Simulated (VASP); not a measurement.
Level of theory: TPSS meta-GGA, VASP's PBE PAW potentials (set 64) (plane waves; VASP).

The input files of a VASP run:

**KPOINTS**
```
Automatic mesh
0
Gamma
12 12 12
0 0 0
```

INCAR:
```
ALGO=Normal
EDIFF=1E-7
ENCUT=520
ISIF=2
ISMEAR=1
LASPH=.True.
LCHARG=.False.
LMAXMIX=6
LMIXTAU=.True.
LREAL=.False.
LWAVE=.False.
METAGGA=TPSS
NELM=100
PREC=Accurate
SIGMA=0.1
SYSTEM=AuZn
```

### POSCAR
```
AuZn
1
    3.1159888815     0.0000000000     0.0000000000
    0.0000000000     3.1159888815     0.0000000000
    0.0000000000     0.0000000000     3.1159888815
Zn Au
1 1
Direct
  0.5000000000   0.5000000000   0.5000000000
  0.0000000000   0.0000000000   0.0000000000
```

POTCAR, in this order: Zn Au (PBE.64 set). Program: vasp_std.

What VASP printed:

**OSZICAR**
```
       N       E                     dE             d eps       ncg     rms          rms(c)
DAV:   1     0.164543760118E+03    0.16454E+03   -0.14073E+04  2560   0.247E+03
DAV:   2     0.257554020033E+01   -0.16197E+03   -0.15764E+03  2786   0.483E+02
DAV:   3    -0.651083647210E+01   -0.90864E+01   -0.90433E+01  3255   0.129E+02
DAV:   4    -0.661529672561E+01   -0.10446E+00   -0.10443E+00  3214   0.145E+01
DAV:   5    -0.661755903819E+01   -0.22623E-02   -0.22623E-02  3643   0.190E+00    0.117E+01
DAV:   6    -0.131267056032E+02   -0.65091E+01   -0.22285E+01  2520   0.690E+01    0.495E+00
DAV:   7    -0.129855262095E+02    0.14118E+00   -0.24685E+00  3255   0.462E+01    0.336E+00
DAV:   8    -0.130969625368E+02   -0.11144E+00   -0.16546E-01  2814   0.692E+00    0.183E+00
DAV:   9    -0.131023482962E+02   -0.53858E-02   -0.12305E-01  3143   0.650E+00    0.342E-01
DAV:  10    -0.131074964365E+02   -0.51481E-02   -0.17387E-02  3342   0.341E+00    0.814E-02
DAV:  11    -0.131080810854E+02   -0.58465E-03   -0.21964E-03  2772   0.570E-01    0.110E-01
DAV:  12    -0.131083796571E+02   -0.29857E-03   -0.10461E-03  2954   0.650E-01    0.170E-02
DAV:  13    -0.131084958988E+02   -0.11624E-03   -0.77714E-05  2728   0.170E-01    0.189E-02
DAV:  14    -0.131084923895E+02    0.35093E-05   -0.97107E-06  3164   0.768E-02    0.117E-03
DAV:  15    -0.131084954155E+02   -0.30260E-05   -0.12399E-06  2793   0.162E-02    0.125E-03
DAV:  16    -0.131084955420E+02   -0.12653E-06   -0.15806E-07  2147   0.101E-02    0.424E-04
DAV:  17    -0.131084955967E+02   -0.54680E-07   -0.40471E-08  1421   0.312E-03
   1 F= -.13108496E+02 E0= -.13108375E+02  d E =-.361323E-03
```

OUTCAR:
```
------------------------ aborting loop because EDIFF is reached ----------------------------------------
  FORCE on cell =-STRESS in cart. coord.  units (eV):
  Direction    XX          YY          ZZ          XY          YZ          ZX
  --------------------------------------------------------------------------------------
  Total        0.8683217      0.8683217      0.8683217      0.0000000     -0.0000000      0.0000000
  in kB       45.9836592     45.9836592     45.9836592      0.0000000     -0.0000000      0.0000000
  external PRESSURE =      45.9836592 kB  Pullay stress =       0.0000000 kB
  volume of cell :       30.25
      direct lattice vectors                 reciprocal lattice vectors
     3.115988881  0.000000000  0.000000000     0.320925407  0.000000000  0.000000000
     0.000000000  3.115988881  0.000000000     0.000000000  0.320925407  0.000000000
     0.000000000  0.000000000  3.115988881     0.000000000  0.000000000  0.320925407
 POSITION                                       TOTAL-FORCE (eV/Angst)
 -----------------------------------------------------------------------------------
      1.55799      1.55799      1.55799         0.000000      0.000000      0.000000
      0.00000      0.00000      0.00000         0.000000      0.000000      0.000000
 -----------------------------------------------------------------------------------
    total drift:                               -0.000000      0.000000     -0.000000
  FREE ENERGIE OF THE ION-ELECTRON SYSTEM (eV)
  ---------------------------------------------------
  free  energy   TOTEN  =       -13.1084955967 eV

  energy  without entropy=      -13.1081342741  energy(sigma->0) =      -13.10837516
```
(Selected blocks of OUTCAR.)

The compound is AuZn in the CsCl type structure. This cell is one point of a volume scan, at 0.97 of the reference volume. The electron count is odd and the run is not spin-polarised, which forces a metal.
